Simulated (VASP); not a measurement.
Energy against volume of MgB2 (AlB2 type). Level of theory: LDA (Ceperley-Alder, Perdew-Zunger), VASP's LDA PAW potentials (set 64) (plane waves; VASP). Run with 520 eV cut-off, 12×12×9 Γ-centred mesh, first-order Methfessel-Paxton smearing of 0.10 eV, potentials Mg B.

Shape and ions are relaxed at each volume.

```csv
V (Å³/atom),E (eV/atom)
8.871,-5.75976
9.146,-5.76409
9.420,-5.76032
9.694,-5.74953
```

Task: Fit these four points and predict the energy of the run at 8.597 Å³/atom.

Result: A cubic in V^(−2/3), the third-order Birch-Murnaghan form, passes through the four points with V0 = 9.15 Å³/atom and B0 = 157 GPa, and gives -5.7461 eV/atom there. The run gave -5.7461 eV/atom, +0.1 meV/atom from the fit; all five points give B0 = 157 GPa.

The compound is MgB2 in the AlB2 type structure. It was relaxed first, which changed the volume by -6 %.
